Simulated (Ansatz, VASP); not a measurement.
## TiB2 in two plane-wave programs

Wanted: the spread between two codes on one cell, functional and k mesh. The cell is taken from a series of runs on this material, whose earlier steps may have relaxed, scaled, displaced or heated it; both programs get it as it stands.

Calculated with Ansatz 0.2.0; plane waves, with VASP 6.6.1 beside it; zone-centre phonons at LDA.

## 1. Starting point

The structure is hexagonal, space group P6/mmm (No. 191). The conventional cell has a = 2.958 Å, b = 2.958 Å, c = 3.107 Å, α = 90.00°, β = 90.00°, γ = 120.00°. Nearest to B lie 3 B at 1.71 Å and 6 Ti at 2.31 Å. Nearest to Ti lie 12 B at 2.31 Å. Farther neighbours are not listed.

## 2. VASP: zone-centre phonons, LDA

Second derivatives magnify differences that forces hide, and they need a tight electronic threshold.

Lines of VASP's logs that name or quote its potential files are left out, and so is its time.

Contents of INCAR:

```
SYSTEM = TiB2
PREC = Accurate
ENCUT = 500
EDIFF = 1E-08
NELM = 120
ISMEAR = 1
SIGMA = 0.2
LREAL = .FALSE.
ALGO = Normal
GGA = PW92
NBANDS = 15
LASPH = .TRUE.
LORBIT = 11
LWAVE = .FALSE.
LCHARG = .FALSE.
ISIF = 2
IBRION = 8
GGA_COMPAT = .FALSE.
KPAR = 2
```

Contents of POSCAR:

```
TiB2
1.0
    2.9579615885      0.0000000000      0.0000000000
   -1.4789807942      2.5616698791      0.0000000000
    0.0000000000      0.0000000000      3.1071488180
B Ti
2 1
Direct
    0.3333333333      0.6666666667      0.5000000000
    0.6666666667      0.3333333333      0.5000000000
    0.0000000000      0.0000000000      0.0000000000
```

Contents of KPOINTS:

```
Automatic mesh
0
Gamma
18 18 16
0 0 0
```

PAW data sets: B and Ti_sv (LDA family, release 64).

Run with:

```
$ mpirun -np 2 vasp_std
```

Numbers of over 12 decimals in the logs are rounded to 6 here.

Output:

```text
[banner, memory and clock lines left out]
running    2 mpi-ranks, on    1 nodes
 distrk:  each k-point on    1 cores,    2 groups
 distr:  one band on    1 cores,    1 groups

 POSCAR found type information on POSCAR B Ti
 POSCAR found :  2 types and       3 ions
|                                                                             |
|               ----> ADVICE to this user running VASP <----                  |
|                                                                             |
|     You enforced a specific xc type in the INCAR file but a different       |
|     [... a line on the potential file left out ...]
|     I HOPE YOU KNOW WHAT YOU ARE DOING!                                     |
|                                                                             |

 LDA part: xc-table for (Slater(with rela. corr.)+PW92), standard interpolation
 POSCAR, INCAR and KPOINTS ok, starting setup
 FFT: planning ... GRIDC
 FFT: planning ... GRID_SOFT
 FFT: planning ... GRID
 WAVECAR not read
 entering main loop
       N       E                     dE             d eps       ncg     rms          rms(c)
DAV:   1     0.120661155917E+03    0.12066E+03   -0.89062E+03 10004   0.135E+03
DAV:   2    -0.248950481676E+02   -0.14556E+03   -0.14094E+03 10536   0.356E+02
DAV:   3    -0.320230818502E+02   -0.71280E+01   -0.70541E+01 14348   0.778E+01
DAV:   4    -0.322130644085E+02   -0.18998E+00   -0.18983E+00 12286   0.112E+01
DAV:   5    -0.322182285361E+02   -0.51641E-02   -0.51640E-02 14722   0.155E+00    0.184E+01
DAV:   6    -0.268705735473E+02    0.53477E+01   -0.20836E+01 13985   0.541E+01    0.405E+00
DAV:   7    -0.268777435447E+02   -0.71700E-02   -0.12197E+00 10635   0.128E+01    0.382E+00
DAV:   8    -0.268793354290E+02   -0.15919E-02   -0.81476E-02 15877   0.243E+00    0.968E-01
DAV:   9    -0.268806549539E+02   -0.13195E-02   -0.24639E-02 12343   0.224E+00    0.230E-01
DAV:  10    -0.268803622868E+02    0.29267E-03   -0.35614E-03 13701   0.794E-01    0.101E-01
DAV:  11    -0.268802859488E+02    0.76338E-04   -0.27346E-04 12505   0.172E-01    0.760E-02
DAV:  12    -0.268802748799E+02    0.11069E-04   -0.51900E-05 13662   0.849E-02    0.124E-02
DAV:  13    -0.268802745151E+02    0.36480E-06   -0.27379E-06 12798   0.146E-02    0.160E-03
DAV:  14    -0.268802745276E+02   -0.12501E-07   -0.33176E-07 11082   0.450E-03    0.165E-03
DAV:  15    -0.268802745010E+02    0.26580E-07   -0.37741E-08 11664   0.191E-03    0.271E-04
DAV:  16    -0.268802745009E+02    0.14165E-09   -0.23358E-09  5814   0.568E-04
   1 F= -.26880275E+02 E0= -.26880389E+02  d E =0.343257E-03
 Linear response reoptimize wavefunctions to high precision
DAV:   1    -0.268802745011E+02   -0.18167E-09   -0.40516E-10  6174   0.272E-04
DAV:   2    -0.268802745011E+02   -0.10004E-10   -0.63402E-11  5275   0.801E-05
 Linear response DOF=           4
 Linear response progress:
  Degree of freedom:   1/  4
       N       E                     dE             d eps       ncg     rms          rms(c)
RMM:   1    -0.526621441120E-01   -0.52662E-01   -0.31506E-02101793   0.153E+00
RMM:   2    -0.465337346455E-01    0.61284E-02   -0.30193E-03 85791   0.391E-01    0.186E-01
RMM:   3    -0.462405543483E-01    0.29318E-03   -0.12443E-03 86516   0.202E-01    0.911E-02
RMM:   4    -0.468595528713E-01   -0.61900E-03   -0.87508E-04 85863   0.155E-01    0.947E-03
RMM:   5    -0.468595162181E-01    0.36653E-07   -0.15097E-04104868   0.554E-02    0.340E-03
RMM:   6    -0.468816624948E-01   -0.22146E-04   -0.29712E-05108024   0.230E-02    0.155E-03
RMM:   7    -0.468737864720E-01    0.78760E-05   -0.61630E-06106102   0.100E-02    0.490E-04
RMM:   8    -0.468800139622E-01   -0.62275E-05   -0.14206E-06106788   0.497E-03    0.248E-04
RMM:   9    -0.468782444016E-01    0.17696E-05   -0.46897E-07108906   0.248E-03    0.701E-05
RMM:  10    -0.468781767092E-01    0.67692E-07   -0.47772E-07108872   0.125E-03    0.205E-05
RMM:  11    -0.468782743029E-01   -0.97594E-07   -0.12634E-07111722   0.651E-04    0.206E-05
RMM:  12    -0.468782415085E-01    0.32794E-07   -0.63249E-08110250   0.345E-04    0.889E-06
RMM:  13    -0.468781790918E-01    0.62417E-07   -0.38697E-08110644   0.186E-04    0.403E-06
RMM:  14    -0.468781809950E-01   -0.19032E-08   -0.22527E-08111897   0.102E-04    0.360E-06
 first order change of Fermi-energy   0.57310E-04
 force on displaced ion       1 direction 1 : -22.866   0.000   0.000
 Linear response progress:
  Degree of freedom:   2/  4
       N       E                     dE             d eps       ncg     rms          rms(c)
RMM:   1    -0.482419407945E-01   -0.48242E-01    0.99478E-03 32221   0.190E+00
RMM:   2    -0.459158092666E-01    0.23261E-02   -0.27052E-03 30145   0.380E-01    0.142E-01
RMM:   3    -0.457827709169E-01    0.13304E-03   -0.12528E-03 30757   0.202E-01    0.682E-02
RMM:   4    -0.462652154057E-01   -0.48244E-03   -0.65347E-04 31373   0.140E-01    0.127E-02
RMM:   5    -0.463247396632E-01   -0.59524E-04   -0.13003E-04 35647   0.567E-02    0.355E-03
RMM:   6    -0.463507235357E-01   -0.25984E-04   -0.26560E-05 37409   0.253E-02    0.142E-03
RMM:   7    -0.463386309867E-01    0.12093E-04   -0.61596E-06 36440   0.115E-02    0.597E-04
RMM:   8    -0.463425454282E-01   -0.39144E-05   -0.14808E-06 36748   0.595E-03    0.183E-04
RMM:   9    -0.463423086349E-01    0.23679E-06   -0.17271E-06 37637   0.290E-03    0.121E-04
RMM:  10    -0.463418053197E-01    0.50332E-06   -0.10584E-06 36486   0.152E-03    0.105E-04
RMM:  11    -0.463424782727E-01   -0.67295E-06   -0.87215E-07 36573   0.769E-04    0.472E-05
RMM:  12    -0.463424228113E-01    0.55461E-07   -0.37063E-07 37662   0.426E-04    0.652E-06
RMM:  13    -0.463423674029E-01    0.55408E-07   -0.29745E-07 37837   0.222E-04    0.183E-05
RMM:  14    -0.463423935021E-01   -0.26099E-07   -0.11509E-07 36373   0.130E-04    0.140E-05
RMM:  15    -0.463423879594E-01    0.55426E-08   -0.63662E-08 38192   0.652E-05    0.106E-05
 first order change of Fermi-energy  -0.25687E-03
 force on displaced ion       1 direction 3 :  -0.000   0.000 -11.645
 Linear response progress:
  Degree of freedom:   3/  4
       N       E                     dE             d eps       ncg     rms          rms(c)
RMM:   1    -0.665430989504E+00   -0.66543E+00    0.83602E+00 24879   0.128E+02
RMM:   2    -0.627098691416E+00    0.38332E-01   -0.31960E-01 41194   0.510E+00    0.186E-01
RMM:   3    -0.626034077038E+00    0.10646E-02   -0.22510E-02 48662   0.124E+00    0.827E-02
RMM:   4    -0.625996136537E+00    0.37941E-04   -0.11917E-02 54309   0.550E-01    0.170E-02
RMM:   5    -0.626836684122E+00   -0.84055E-03   -0.11642E-03 55899   0.193E-01    0.882E-03
RMM:   6    -0.627159312273E+00   -0.32263E-03   -0.28215E-04 57586   0.822E-02    0.453E-03
RMM:   7    -0.627384112677E+00   -0.22480E-03   -0.64875E-05 54764   0.385E-02    0.554E-04
RMM:   8    -0.627384822583E+00   -0.70991E-06   -0.21891E-05 60000   0.173E-02    0.403E-04
RMM:   9    -0.627405717565E+00   -0.20895E-04   -0.12903E-05 57314   0.920E-03    0.101E-04
RMM:  10    -0.627404633896E+00    0.10837E-05   -0.89533E-06 60751   0.499E-03    0.885E-05
RMM:  11    -0.627408258074E+00   -0.36242E-05   -0.56211E-06 57672   0.309E-03    0.322E-05
RMM:  12    -0.627410546927E+00   -0.22889E-05   -0.28359E-06 58718   0.203E-03    0.111E-05
RMM:  13    -0.627410479261E+00    0.67667E-07   -0.18850E-06 61187   0.142E-03    0.281E-05
RMM:  14    -0.627409581142E+00    0.89812E-06   -0.10648E-06 57061   0.109E-03    0.682E-05
RMM:  15    -0.627410174817E+00   -0.59368E-06   -0.64055E-07 55250   0.871E-04    0.568E-05
RMM:  16    -0.627410373996E+00   -0.19918E-06   -0.28533E-07 57794   0.722E-04    0.536E-05
RMM:  17    -0.627410582401E+00   -0.20840E-06    0.63587E-08 55989   0.614E-04    0.495E-05
RMM:  18    -0.627410586138E+00   -0.37377E-08    0.17089E-07 60575   0.530E-04    0.528E-05
 first order change of Fermi-energy   0.29843E-03
 force on displaced ion       3 direction 1 : -17.589  -0.000   0.000
 Linear response progress:
  Degree of freedom:   4/  4
       N       E                     dE             d eps       ncg     rms          rms(c)
RMM:   1    -0.764474641808E+00   -0.76447E+00    0.16137E+00 10265   0.125E+02
RMM:   2    -0.715174714117E+00    0.49300E-01   -0.30183E-01 16379   0.474E+00    0.207E-01
RMM:   3    -0.714481480316E+00    0.69323E-03   -0.23885E-02 19125   0.118E+00    0.922E-02
RMM:   4    -0.715198755583E+00   -0.71728E-03   -0.15781E-02 20956   0.565E-01    0.245E-02
RMM:   5    -0.716208893608E+00   -0.10101E-02   -0.13993E-03 21901   0.185E-01    0.163E-02
RMM:   6    -0.717249894984E+00   -0.10410E-02   -0.29911E-04 19865   0.944E-02    0.599E-03
RMM:   7    -0.717070716098E+00    0.17918E-03   -0.76792E-05 21865   0.386E-02    0.909E-04
RMM:   8    -0.717071786965E+00   -0.10709E-05   -0.24387E-05 23302   0.183E-02    0.645E-04
RMM:   9    -0.717091628500E+00   -0.19842E-04   -0.11445E-05 22925   0.934E-03    0.170E-04
RMM:  10    -0.717090452420E+00    0.11761E-05   -0.32913E-06 23094   0.526E-03    0.221E-04
RMM:  11    -0.717092330434E+00   -0.18780E-05   -0.17549E-06 23270   0.331E-03    0.212E-04
RMM:  12    -0.717092402879E+00   -0.72445E-07   -0.15676E-06 24256   0.228E-03    0.245E-04
RMM:  13    -0.717091176677E+00    0.12262E-05    0.77311E-07 22513   0.172E-03    0.305E-04
RMM:  14    -0.717091574472E+00   -0.39779E-06    0.25147E-07 23707   0.133E-03    0.309E-04
RMM:  15    -0.717091607678E+00   -0.33206E-07    0.12204E-06 24323   0.108E-03    0.317E-04
RMM:  16    -0.717091409816E+00    0.19786E-06    0.13824E-06 22185   0.902E-04    0.330E-04
 first order change of Fermi-energy   0.20062E-02
 force on displaced ion       3 direction 3 :   0.000  -0.000 -18.728
 Linear response finished
```

Parts of OUTCAR (step 2):

```text
ion  position               nearest neighbor table
   1  0.333  0.667  0.500-   2 1.71   2 1.71   2 1.71   3 2.31   3 2.31   3 2.31   3 2.31   3 2.31
                             3 2.31
   2  0.667  0.333  0.500-   1 1.71   1 1.71   1 1.71   3 2.31   3 2.31   3 2.31   3 2.31   3 2.31
                             3 2.31
   3  0.000  0.000  0.000-   1 2.31   2 2.31   1 2.31   2 2.31   2 2.31   2 2.31   1 2.31   1 2.31
                             2 2.31   2 2.31   1 2.31   1 2.31

  LATTYP: Found a hexagonal cell.
 ALAT       =     2.9579615885
 C/A-ratio  =     1.0504358238

 Subroutine GETGRP returns: Found 24 space group operations
 (whereof 24 operations were pure point group operations)

The static configuration has the point symmetry D_6h.

 Found    333 irreducible k-points:

   k-points           NKPTS =    333   k-points in BZ     NKDIM =    333   number of bands    NBANDS=     15

   dimension x,y,z NGX =    24 NGY =   24 NGZ =   24
   dimension x,y,z NGXF=    48 NGYF=   48 NGZF=   48

   ENCUT  =  500.0 eV  36.75 Ry    6.06 a.u.   5.39  5.39  5.67*2*pi/ulx,y,z

   NELECT =      18.0000    total number of electrons

 k-points in reciprocal lattice and weights: Automatic mesh
   0.00000000  0.00000000  0.00000000       0.000
   0.05555556  0.00000000  0.00000000       0.001
   0.11111111  0.00000000  0.00000000       0.001
   0.16666667 -0.00000000  0.00000000       0.001
   0.22222222 -0.00000000  0.00000000       0.001
   0.27777778 -0.00000000  0.00000000       0.001
   0.33333333 -0.00000000  0.00000000       0.001
   0.38888889 -0.00000000  0.00000000       0.001
   0.44444444 -0.00000000  0.00000000       0.001
[...]
0.33333333  0.27777778  0.50000000       0.002
   0.33333333  0.33333333  0.50000000       0.000

 average (electrostatic) potential at core
       1 -26.4277       2 -26.4277       3 -69.6275

  Total        1.8359333      1.8359333      1.8422105      0.0000000     -0.0000000      0.0000000
  in kB      124.9366165    124.9366165    125.3637799      0.0000000     -0.0000000      0.0000000
  external PRESSURE =     125.0790043 kB  Pullay stress =       0.0000000 kB

  energy-cutoff  :      500.00
  volume of cell :       23.54
      direct lattice vectors                 reciprocal lattice vectors
     2.957961588  0.000000000  0.000000000     0.338070651  0.195185181  0.000000000
    -1.478980794  2.561669879  0.000000000     0.000000000  0.390370363  0.000000000
     0.000000000  0.000000000  3.107148818     0.000000000  0.000000000  0.321838463

 POSITION                                       TOTAL-FORCE (eV/Angst)
 -----------------------------------------------------------------------------------
     -0.00000      1.70778      1.55357         0.000000     -0.000000      0.000000
      1.47898      0.85389      1.55357        -0.000000      0.000000      0.000000
      0.00000      0.00000      0.00000         0.000000      0.000000      0.000000
 -----------------------------------------------------------------------------------
    total drift:                               -0.000000      0.000000      0.000000

 Eigenvectors and eigenvalues of the dynamical matrix
 ----------------------------------------------------

   1 f  =   28.905804 THz   181.620523 2PiTHz  964.193836 cm-1   119.544746 meV
             X         Y         Z           dx          dy          dz
     -0.000000  1.707780  1.553574    -0.304656   -0.638110   -0.000000
      1.478981  0.853890  1.553574     0.304656    0.638110    0.000000
      0.000000  0.000000  0.000000     0.000000    0.000000    0.000000

   2 f  =   28.905804 THz   181.620523 2PiTHz  964.193836 cm-1   119.544746 meV
             X         Y         Z           dx          dy          dz
     -0.000000  1.707780  1.553574    -0.638110    0.304656    0.000000
      1.478981  0.853890  1.553574     0.638110   -0.304656   -0.000000
      0.000000  0.000000  0.000000     0.000000   -0.000000   -0.000000

   3 f  =   17.780930 THz   111.720880 2PiTHz  593.107994 cm-1    73.535986 meV
             X         Y         Z           dx          dy          dz
     -0.000000  1.707780  1.553574     0.000000    0.000000    0.707107
      1.478981  0.853890  1.553574     0.000000    0.000000   -0.707107
      0.000000  0.000000  0.000000    -0.000000   -0.000000   -0.000000

   4 f  =   17.491625 THz   109.903119 2PiTHz  583.457794 cm-1    72.339514 meV
             X         Y         Z           dx          dy          dz
     -0.000000  1.707780  1.553574     0.000000    0.000000    0.586323
      1.478981  0.853890  1.553574     0.000000    0.000000    0.586323
      0.000000  0.000000  0.000000    -0.000000   -0.000000   -0.558972

   5 f  =   16.972956 THz   106.644228 2PiTHz  566.156870 cm-1    70.194474 meV
             X         Y         Z           dx          dy          dz
     -0.000000  1.707780  1.553574    -0.252757   -0.529422    0.000000
      1.478981  0.853890  1.553574    -0.252757   -0.529422   -0.000000
      0.000000  0.000000  0.000000     0.240519    0.503788   -0.000000

   6 f  =   16.972956 THz   106.644228 2PiTHz  566.156870 cm-1    70.194474 meV
             X         Y         Z           dx          dy          dz
     -0.000000  1.707780  1.553574     0.529422   -0.252757   -0.000000
      1.478981  0.853890  1.553574     0.529422   -0.252757    0.000000
      0.000000  0.000000  0.000000    -0.503788    0.240519   -0.000000

   7 f/i=    0.010138 THz     0.063697 2PiTHz    0.338156 cm-1     0.041926 meV
             X         Y         Z           dx          dy          dz
     -0.000000  1.707780  1.553574     0.209837    0.334357   -0.000000
      1.478981  0.853890  1.553574     0.209837    0.334357   -0.000000
      0.000000  0.000000  0.000000     0.441027    0.702739   -0.000000

   8 f/i=    0.010138 THz     0.063697 2PiTHz    0.338156 cm-1     0.041926 meV
             X         Y         Z           dx          dy          dz
     -0.000000  1.707780  1.553574    -0.334357    0.209837   -0.000000
      1.478981  0.853890  1.553574    -0.334357    0.209837   -0.000000
      0.000000  0.000000  0.000000    -0.702739    0.441027   -0.000000

   9 f/i=    0.025501 THz     0.160225 2PiTHz    0.850610 cm-1     0.105462 meV
             X         Y         Z           dx          dy          dz
     -0.000000  1.707780  1.553574    -0.000000    0.000000    0.395253
      1.478981  0.853890  1.553574    -0.000000    0.000000    0.395253
      0.000000  0.000000  0.000000    -0.000000    0.000000    0.829187

 ELASTIC MODULI CONTR FROM IONIC RELAXATION (kBar)
 Direction    XX          YY          ZZ          XY          YZ          ZX
 --------------------------------------------------------------------------------
 XX         -71.0620     71.0620      0.0000     -0.0000     -0.0000     -0.0000
 YY          71.0620    -71.0620     -0.0000     -0.0000      0.0000      0.0000
 ZZ           0.0000     -0.0000     -0.0000     -0.0000      0.0000      0.0000
 XY          -0.0000     -0.0000     -0.0000    -71.0620      0.0000      0.0000
 YZ          -0.0000      0.0000      0.0000      0.0000     -0.0000     -0.0000
 ZX          -0.0000      0.0000      0.0000      0.0000     -0.0000     -0.0000
 --------------------------------------------------------------------------------
```

[end of part 1 of 2]

[Lines on the potential files, build, host, timing and source positions are cut from VASP's logs without a mark.]

[Logs are printed without paths, hosts, clocks, repeated set-up lines and the standing remarks that a program may print on its own settings, such as how far it seeks lower states.]

[Hosts, paths, dates, database ids (printed as entryN), source tags and the programs' standing remarks are cut or masked in the printed files.]
